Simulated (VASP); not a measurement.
**Lattice of Ag (Silver) across functionals and dispersion corrections**

Aim: relax Ag (Silver) at several levels and hold each cell against experiment. The levels: PBE, LDA, r2SCAN and PBE + D3(BJ). The start is a cell from a database of measured crystal structures.

Calculated with VASP 6.6.1; PBE; plane waves and PAW (Ag), in the first sound run; inputs show where later runs differ.

Experimental background.

“Polycyclic aromatic chains on metals and insulating layers by repetitive [3+2] cycloadditions” (2020, pmc:7083871) quotes from earlier work for Ag, fcc (bulk crystal): lattice constant a (cubic lattice constant, quoted experimental value used to build the …) 4.085 Å [literature experimental value quoted as input for the DFT slab; source and temperature …].

## Step 1: Set-up

Before any relaxation, the start is as follows. Symmetry: Fm-3m, No. 225, cubic system. The conventional cell has a = 4.086 Å, b = 4.086 Å, c = 4.086 Å, α = 90.00°, β = 90.00°, γ = 90.00°. Ag has 12 Ag at 2.89 Å nearest.

Coordinates:

```cif
data_structure
_symmetry_space_group_name_H-M 'Fm-3m'
_symmetry_Int_Tables_number 225
_cell_length_a 4.0860
_cell_length_b 4.0860
_cell_length_c 4.0860
_cell_angle_alpha 90.000
_cell_angle_beta 90.000
_cell_angle_gamma 90.000
_cell_volume 68.22
loop_
_atom_site_label
_atom_site_type_symbol
_atom_site_symmetry_multiplicity
_atom_site_Wyckoff_symbol
_atom_site_fract_x
_atom_site_fract_y
_atom_site_fract_z
_atom_site_occupancy
Ag1 Ag 4 a 0.00000 0.00000 0.00000 1
```

## Step 2: Relaxation with PBE

Properties are meant for the cell that this level of theory prefers, so cell and atoms are relaxed first (ISIF = 3) until forces and stress are small; EDIFFG sets the threshold. PBE, the usual starting point, adds the gradient of the density.

INCAR reads:

```
SYSTEM = Ag
PREC = Accurate
ENCUT = 520
EDIFF = 1E-06
NELM = 100
ISMEAR = -1
SIGMA = 0.05
LREAL = .FALSE.
ALGO = Normal
GGA = PE
NBANDS = 11
LASPH = .TRUE.
LORBIT = 11
LWAVE = .FALSE.
LCHARG = .FALSE.
KPAR = 2
IBRION = 2
NSW = 60
ISIF = 3
EDIFFG = -0.01
```

POSCAR reads:

```
Ag
1.0
    0.0000000000      2.0430000000      2.0430000000
    2.0430000000      0.0000000000      2.0430000000
    2.0430000000      2.0430000000      0.0000000000
Ag
1
Direct
    0.0000000000      0.0000000000      0.0000000000
```

KPOINTS reads:

```
Automatic mesh
0
Gamma
11 11 11
0 0 0
```

PAW data sets: Ag (PBE family, release 64).

Started as:

```
> mpirun -np 2 vasp_std
```

Log:

```text
[banner, memory and clock lines left out]
running    2 mpi-ranks, on    1 nodes
 distrk:  each k-point on    1 cores,    2 groups
 distr:  one band on    1 cores,    1 groups

 POSCAR found type information on POSCAR Ag
 POSCAR found :  1 types and       1 ions
 LDA part: xc-table for (Slater+PW92), standard interpolation
 POSCAR, INCAR and KPOINTS ok, starting setup
 FFT: planning ... GRIDC
 FFT: planning ... GRID_SOFT
 FFT: planning ... GRID
 WAVECAR not read
 entering main loop
       N       E                     dE             d eps       ncg     rms          rms(c)
DAV:   1     0.496688212874E+02    0.49669E+02   -0.55634E+03  1240   0.899E+02
DAV:   2    -0.222375855575E+01   -0.51893E+02   -0.49316E+02  1361   0.198E+02
DAV:   3    -0.296788739500E+01   -0.74413E+00   -0.74367E+00  1406   0.257E+01
DAV:   4    -0.297006218131E+01   -0.21748E-02   -0.21747E-02  1349   0.143E+00
DAV:   5    -0.297007982734E+01   -0.17646E-04   -0.17645E-04  1397   0.118E-01    0.522E+00
DAV:   6    -0.272223131480E+01    0.24785E+00   -0.10222E+00  1307   0.960E+00    0.336E+00
DAV:   7    -0.271370523858E+01    0.85261E-02   -0.11154E-02  1379   0.103E+00    0.189E+00
DAV:   8    -0.271075789209E+01    0.29473E-02   -0.69892E-04  1344   0.212E-01    0.885E-02
DAV:   9    -0.271076461449E+01   -0.67224E-05   -0.76552E-06  1379   0.223E-02    0.211E-02
DAV:  10    -0.271077043719E+01   -0.58227E-05   -0.39488E-06  1365   0.203E-02    0.577E-03
DAV:  11    -0.271076998541E+01    0.45178E-06   -0.82444E-08   721   0.262E-03
   1 F= -.27107700E+01 E0= -.27093585E+01  d E =-.271077E+01
 curvature:   0.00 expect dE= 0.000E+00 dE for cont linesearch  0.000E+00
 trial: gam= 0.00000 g(F)=  0.000E+00 g(S)=  0.290E-01 ort = 0.000E+00 (trialstep = 0.100E+01)
 search vector abs. value=  0.290E-01
 bond charge predicted
       N       E                     dE             d eps       ncg     rms          rms(c)
DAV:   1    -0.333740842185E+01   -0.62664E+00   -0.10446E+01  1289   0.354E+01    0.556E+00
DAV:   2    -0.273966490846E+01    0.59774E+00   -0.20898E+00  1277   0.138E+01    0.193E+00
DAV:   3    -0.272154501821E+01    0.18120E-01   -0.50181E-02  1411   0.202E+00    0.137E+00
DAV:   4    -0.271760978937E+01    0.39352E-02   -0.46223E-03  1291   0.645E-01    0.120E-01
DAV:   5    -0.271752713211E+01    0.82657E-04   -0.61487E-04  1378   0.195E-01    0.245E-02
DAV:   6    -0.271753546994E+01   -0.83378E-05   -0.98029E-06  1324   0.340E-02    0.286E-03
DAV:   7    -0.271753540882E+01    0.61120E-07   -0.91064E-07   747   0.847E-03
   2 F= -.27175354E+01 E0= -.27155737E+01  d E =-.676542E-02
 trial-energy change:   -0.006765  1 .order   -0.007790   -0.029043    0.013463
 step:   0.6504(harm=  0.6833)  dis= 0.00000  next Energy=    -2.719933 (dE=-0.916E-02)
 bond charge predicted
       N       E                     dE             d eps       ncg     rms          rms(c)
DAV:   1    -0.279911224487E+01   -0.81577E-01   -0.12739E+00  1289   0.120E+01    0.182E+00
DAV:   2    -0.272158387524E+01    0.77528E-01   -0.33293E-01  1271   0.534E+00    0.509E-01
DAV:   3    -0.272027431574E+01    0.13096E-02   -0.21737E-03  1376   0.413E-01    0.337E-01
DAV:   4    -0.271987663005E+01    0.39769E-03   -0.60234E-04  1297   0.184E-01    0.272E-02
DAV:   5    -0.271987511916E+01    0.15109E-05   -0.36569E-06  1337   0.168E-02    0.156E-02
DAV:   6    -0.271987586717E+01   -0.74801E-06   -0.87339E-07  1130   0.730E-03
   3 F= -.27198759E+01 E0= -.27180560E+01  d E =-.910588E-02
 curvature:  -0.34 expect dE=-0.654E-06 dE for cont linesearch -0.654E-06
 trial: gam=-0.00810 g(F)=  0.145E-68 g(S)=  0.194E-05 ort = 0.237E-03 (trialstep = 0.930E+00)
 search vector abs. value=  0.229E-09
 reached required accuracy - stopping structural energy minimisation
```

Elapsed: 20 s, on 2 MPI ranks of AMD EPYC 7R43, shared host; peak memory 0.23 GiB; 38 s of CPU time.

The logs omit lines about the potential files and the build; timing stands in the text.

From OUTCAR (step 2):

```text
ion  position               nearest neighbor table
   1  0.000  0.000  0.000-

  LATTYP: Found a face centered cubic cell.
 ALAT       =     4.0860000000

 Subroutine GETGRP returns: Found 48 space group operations
 (whereof 48 operations were pure point group operations)

The static configuration has the point symmetry O_h .

 Found     56 irreducible k-points:

   k-points           NKPTS =     56   k-points in BZ     NKDIM =     56   number of bands    NBANDS=     11

   dimension x,y,z NGX =    24 NGY =   24 NGZ =   24
   dimension x,y,z NGXF=    48 NGYF=   48 NGZF=   48

   ENCUT  =  520.0 eV  38.22 Ry    6.18 a.u.   5.37  5.37  5.37*2*pi/ulx,y,z

   NELECT =      11.0000    total number of electrons

 k-points in reciprocal lattice and weights: Automatic mesh
   0.00000000  0.00000000  0.00000000       0.001
   0.09090909  0.00000000  0.00000000       0.006
   0.18181818  0.00000000  0.00000000       0.006
   0.27272727  0.00000000  0.00000000       0.006
   0.36363636  0.00000000  0.00000000       0.006
   0.45454545  0.00000000  0.00000000       0.006
   0.09090909  0.09090909  0.00000000       0.005
   0.18181818  0.09090909  0.00000000       0.018
   0.27272727  0.09090909  0.00000000       0.018
[...]
-0.36363636  0.45454545  0.18181818       0.018
  -0.27272727  0.45454545  0.18181818       0.018

 average (electrostatic) potential at core
       1 -71.2444

 E-fermi :   8.1255

 k-point     1 :       0.0000    0.0000    0.0000
  band No.  band energies     occupation
    ...
      2       3.1946      2.00000
      3       3.1946      2.00000
      4       3.1946      2.00000
      5       4.1531      2.00000
      6       4.1531      2.00000
      7      23.7851      0.00000
      8      27.1146      0.00000
      9      27.1146      0.00000
     10      27.1146      0.00000
     11      31.8230      0.00000

 k-point     2 :       0.0909    0.0000    0.0000
  band No.  band energies     occupation
    ...
      2       3.1447      2.00000
      3       3.2583      2.00000
      4       3.2583      2.00000
      5       4.1312      2.00000
      6       4.1312      2.00000
      7      23.6845      0.00000
      8      25.3576      0.00000
      9      27.1762      0.00000
     10      27.1762      0.00000
     11      31.3353      0.00000

 k-point     3 :       0.1818    0.0000    0.0000
  band No.  band energies     occupation
    ...
      2       3.1200      2.00000
      3       3.3726      2.00000
      4       3.3726      2.00000
      5       4.1412      2.00000
      6       4.1412      2.00000
      7      21.2715      0.00000
      8      24.5817      0.00000
      9      27.2062      0.00000
     10      27.2062      0.00000
     11      30.2224      0.00000

  Total        0.0036577      0.0036577      0.0036577      0.0000000      0.0000000      0.0000000
  in kB        0.3295285      0.3295285      0.3295285      0.0000000      0.0000000      0.0000000
  external PRESSURE =       0.3295285 kB  Pullay stress =       0.0000000 kB

  energy-cutoff  :      520.00
  volume of cell :       17.78
      direct lattice vectors                 reciprocal lattice vectors
     0.000000000  2.071715282  2.071715282    -0.241345905  0.241345905  0.241345905
     2.071715282 -0.000000000  2.071715282     0.241345905 -0.241345905  0.241345905
     2.071715282  2.071715282  0.000000000     0.241345905  0.241345905 -0.241345905

 POSITION                                       TOTAL-FORCE (eV/Angst)
 -----------------------------------------------------------------------------------
      0.00000      0.00000      0.00000         0.000000      0.000000      0.000000
 -----------------------------------------------------------------------------------
    total drift:                               -0.000000      0.000000      0.000000

  FREE ENERGIE OF THE ION-ELECTRON SYSTEM (eV)
  ---------------------------------------------------
  free  energy   TOTEN  =        -2.7198758672 eV

  energy  without entropy=       -2.7162361636  energy(sigma->0) =       -2.71805602

 reached required accuracy - stopping structural energy minimisation

 total charge
# of ion       s       p       d       tot
------------------------------------------
    1        0.407   0.276   9.155   9.838

[... 3 further parts left out ...]
```

CONTCAR:

```
Ag
   1.00000000000000
     0.0000000000000000    2.0717152820440177    2.0717152820440177
     2.0717152820440177   -0.0000000000000000    2.0717152820440177
     2.0717152820440177    2.0717152820440177    0.0000000000000000
  Ag
     1
Direct
     0.0000000000000000    0.0000000000000000    0.0000000000000000
```

This run has no spin polarisation. Its electron count is odd, so without a moment it is a metal by construction. The k-mesh is coarse for a metal. The run keeps the 48 symmetry operations of its start, so it cannot find a distortion of lower symmetry.

Relaxation path:

```
step  energy less that of the first step (eV)  largest force (eV/Å)  pressure (GPa)  volume (Å³)
   1                                   0.0000                0.0000            4.21        17.05
   2                                  -0.0068                0.0000           -1.83        18.18
   3                                  -0.0091                0.0000            0.03        17.78
```

```
conventional cell, symmetrised  before  after  change
                         a (Å)   4.086  4.143  +1.4 %
                         b (Å)   4.086  4.143  +1.4 %
                         c (Å)   4.086  4.143  +1.4 %
              volume (Å³/atom)   17.05  17.78  +4.3 %
```

The relaxed structure:

```xyz
1
Lattice="0.0000 2.0717 2.0717 2.0717 0.0000 2.0717 2.0717 2.0717 0.0000" Properties=species:S:1:pos:R:3 pbc="T T T"
Ag    0.0000    0.0000    0.0000
```

This step gave:

* electrons: 11
* bands: 11
* irreducible k points: 56
* symmetry operations: 48
* free energy (TOTEN): -2.720 eV
* energy at zero smearing: -2.718 eV
* Fermi energy: 8.126 eV
* pressure: 0.03295 GPa
* metallic: yes
* SCF cycles over all ionic steps: 24

It ends with forces that vanish by symmetry and a pressure of 0.03 GPa. The volume lies +4.3 % from that of the database's start. The conventional cell has a = 4.143 Å.

## Step 3: Relaxation with LDA

This step: LDA; plane waves and PAW (Ag) (VASP 6.6.1).

LDA, the lowest rung, knows the local density alone.

INCAR, as its differences from that of step 2:

```diff
@@ -9,3 +9,3 @@
 ALGO = Normal
-GGA = PE
+GGA = CA
 NBANDS = 11
```

POSCAR is that of step 2.

KPOINTS is that of step 2.

Started as:

```
> mpirun -np 2 vasp_std
```

Log:

```text
[banner, memory and clock lines left out]
running    2 mpi-ranks, on    1 nodes
 distrk:  each k-point on    1 cores,    2 groups
 distr:  one band on    1 cores,    1 groups

 POSCAR found type information on POSCAR Ag
 POSCAR found :  1 types and       1 ions
|                                                                             |
|               ----> ADVICE to this user running VASP <----                  |
|                                                                             |
|     You enforced a specific xc type in the INCAR file but a different       |
|     [... a line on the potential file left out ...]
|     I HOPE YOU KNOW WHAT YOU ARE DOING!                                     |
|                                                                             |

 LDA part: xc-table for (Slater(with rela. corr.)+CA(PZ))
 , standard interpolation
 POSCAR, INCAR and KPOINTS ok, starting setup
 FFT: planning ... GRIDC
 FFT: planning ... GRID_SOFT
 FFT: planning ... GRID
 WAVECAR not read
 entering main loop
       N       E                     dE             d eps       ncg     rms          rms(c)
DAV:   1     0.483834561986E+02    0.48383E+02   -0.55337E+03  1240   0.899E+02
DAV:   2    -0.351043209740E+01   -0.51894E+02   -0.49211E+02  1361   0.196E+02
DAV:   3    -0.425739148321E+01   -0.74696E+00   -0.74648E+00  1409   0.257E+01
DAV:   4    -0.425951600093E+01   -0.21245E-02   -0.21244E-02  1340   0.141E+00
DAV:   5    -0.425953285352E+01   -0.16853E-04   -0.16853E-04  1400   0.115E-01    0.588E+00
DAV:   6    -0.381361641105E+01    0.44592E+00   -0.20172E+00  1295   0.132E+01    0.310E+00
DAV:   7    -0.380274925503E+01    0.10867E-01   -0.10232E-02  1382   0.105E+00    0.177E+00
DAV:   8    -0.379781803500E+01    0.49312E-02   -0.10034E-03  1328   0.257E-01    0.775E-02
DAV:   9    -0.379782910834E+01   -0.11073E-04   -0.98831E-06  1364   0.224E-02    0.109E-02
DAV:  10    -0.379782866058E+01    0.44777E-06   -0.18954E-06  1354   0.110E-02
   1 F= -.37978287E+01 E0= -.37964326E+01  d E =-.379783E+01
 curvature:   0.00 expect dE= 0.000E+00 dE for cont linesearch  0.000E+00
 trial: gam= 0.00000 g(F)=  0.125E-63 g(S)=  0.904E-01 ort = 0.000E+00 (trialstep = 0.100E+01)
 search vector abs. value=  0.904E-01
 bond charge predicted
       N       E                     dE             d eps       ncg     rms          rms(c)
DAV:   1    -0.592530889847E+01   -0.21275E+01   -0.33735E+01  1274   0.608E+01    0.993E+00
DAV:   2    -0.384942995893E+01    0.20759E+01   -0.89493E+00  1277   0.280E+01    0.172E+00
DAV:   3    -0.381449588412E+01    0.34934E-01   -0.54774E-02  1367   0.208E+00    0.105E+00
DAV:   4    -0.380340789951E+01    0.11088E-01   -0.17762E-02  1310   0.823E-01    0.824E-02
DAV:   5    -0.380346959206E+01   -0.61693E-04   -0.20103E-04  1361   0.139E-01    0.642E-02
DAV:   6    -0.380348424490E+01   -0.14653E-04   -0.99742E-06  1369   0.266E-02    0.888E-03
DAV:   7    -0.380348488322E+01   -0.63832E-06   -0.40099E-07   889   0.642E-03
   2 F= -.38034849E+01 E0= -.38026720E+01  d E =-.565622E-02
 trial-energy change:   -0.005656  1 .order    0.001355   -0.090445    0.093155
 step:   0.5493(harm=  0.4926)  dis= 0.00000  next Energy=    -3.823834 (dE=-0.260E-01)
 bond charge predicted
       N       E                     dE             d eps       ncg     rms          rms(c)
DAV:   1    -0.423302694833E+01   -0.42954E+00   -0.69462E+00  1289   0.292E+01    0.411E+00
DAV:   2    -0.383916958383E+01    0.39386E+00   -0.14100E+00  1289   0.115E+01    0.156E+00
DAV:   3    -0.382696895501E+01    0.12201E-01   -0.30485E-02  1405   0.160E+00    0.100E+00
DAV:   4    -0.382423116477E+01    0.27378E-02   -0.30397E-03  1301   0.475E-01    0.794E-02
DAV:   5    -0.382423011843E+01    0.10463E-05   -0.16923E-04  1375   0.970E-02    0.166E-02
DAV:   6    -0.382423556149E+01   -0.54431E-05   -0.38085E-06  1363   0.184E-02    0.940E-04
DAV:   7    -0.382423560856E+01   -0.47073E-07   -0.73264E-08   682   0.238E-03
   3 F= -.38242356E+01 E0= -.38232447E+01  d E =-.264069E-01
 curvature:  -0.24 expect dE=-0.168E-05 dE for cont linesearch -0.168E-05
 trial: gam=-0.00865 g(F)=  0.229E-69 g(S)=  0.689E-05 ort = 0.790E-03 (trialstep = 0.910E+00)
 search vector abs. value=  0.625E-09
 reached required accuracy - stopping structural energy minimisation
```

Wall time 14 s (2 MPI ranks); peak memory 0.2 GiB; 27 s of CPU time.

From OUTCAR (step 3):

```text
The static configuration has the point symmetry O_h .

 Found     56 irreducible k-points:

   NELECT =      11.0000    total number of electrons

 E-fermi :   9.1269

 k-point     1 :       0.0000    0.0000    0.0000
  band No.  band energies     occupation
    ...
      2       3.9361      2.00000
      3       3.9361      2.00000
      4       3.9361      2.00000
      5       5.1171      2.00000
      6       5.1171      2.00000
      7      25.1175      0.00000
      8      28.9985      0.00000
      9      28.9985      0.00000
     10      28.9985      0.00000
     11      34.1434      0.00000

 k-point     2 :       0.0909    0.0000    0.0000
  band No.  band energies     occupation
    ...
      2       3.8716      2.00000
      3       4.0128      2.00000
      4       4.0128      2.00000
      5       5.0887      2.00000
      6       5.0887      2.00000
      7      25.1671      0.00000
      8      27.2001      0.00000
      9      29.1574      0.00000
     10      29.1574      0.00000
     11      33.8301      0.00000

  Total       -0.0069006     -0.0069006     -0.0069006     -0.0000000     -0.0000000      0.0000000
  in kB       -0.6907906     -0.6907906     -0.6907906     -0.0000000     -0.0000000      0.0000000
  external PRESSURE =      -0.6907906 kB  Pullay stress =       0.0000000 kB

  energy-cutoff  :      520.00
  volume of cell :       16.00
      direct lattice vectors                 reciprocal lattice vectors
     0.000000000  2.000198466  2.000198466    -0.249975194  0.249975194  0.249975194
     2.000198466 -0.000000000  2.000198466     0.249975194 -0.249975194  0.249975194
     2.000198466  2.000198466 -0.000000000     0.249975194  0.249975194 -0.249975194

 POSITION                                       TOTAL-FORCE (eV/Angst)
 -----------------------------------------------------------------------------------
      0.00000      0.00000      0.00000         0.000000      0.000000     -0.000000
 -----------------------------------------------------------------------------------
    total drift:                               -0.000000     -0.000000      0.000000

  FREE ENERGIE OF THE ION-ELECTRON SYSTEM (eV)
  ---------------------------------------------------
  free  energy   TOTEN  =        -3.8242356086 eV

  energy  without entropy=       -3.8222538715  energy(sigma->0) =       -3.82324474

 total charge
# of ion       s       p       d       tot
------------------------------------------
    1        0.432   0.349   9.152   9.933

[... 8 parts as in an earlier step ...]

[... 5 further parts left out ...]
```

CONTCAR:

```
Ag
   1.00000000000000
     0.0000000000000000    2.0001984658107292    2.0001984658107292
     2.0001984658107292   -0.0000000000000000    2.0001984658107292
     2.0001984658107292    2.0001984658107292   -0.0000000000000000
  Ag
     1
Direct
     0.0000000000000000    0.0000000000000000    0.0000000000000000
```

The PAW data sets were made with PBE, though LDA sets exist; this is a small mismatch.

The steps of the relaxation:

```
step  energy less that of the first step (eV)  largest force (eV/Å)  pressure (GPa)  volume (Å³)
   1                                   0.0000                0.0000           -7.43        17.05
   2                                  -0.0057                0.0000            8.60        15.18
   3                                  -0.0264                0.0000           -0.07        16.00
```

```
conventional cell, symmetrised  before  after  change
                         a (Å)   4.086  4.000  -2.1 %
                         b (Å)   4.086  4.000  -2.1 %
                         c (Å)   4.086  4.000  -2.1 %
              volume (Å³/atom)   17.05  16.00  -6.2 %
```

The relaxed structure:

```
Ag
1.0
     0.00000    2.00020    2.00020
     2.00020    0.00000    2.00020
     2.00020    2.00020    0.00000
Ag
1
Direct
  0.00000 0.00000 0.00000
```

Numbers from this step:

| Property | Result |
| --- | --- |
| free energy (TOTEN) | -3.824 eV |
| energy at zero smearing | -3.823 eV |
| Fermi energy | 9.127 eV |
| pressure | -0.06908 GPa |

It ends at 16.00 Å³/atom, -6.2 % from the start, with -0.07 GPa left. The conventional cell has a = 4.000 Å.

(Continued in part 2 of 2.)

[Lines on the potential files, build, host, timing and source positions are cut from VASP's logs without a mark.]

[Logs are printed without paths, hosts, clocks, repeated set-up lines and the standing remarks that a program may print on its own settings, such as how far it seeks lower states.]

[Hosts, paths, dates, database ids (printed as entryN), source tags and the programs' standing remarks are cut or masked in the printed files.]

[A measured line is paired with the nearest computed mode of its activity, which favours agreement.]
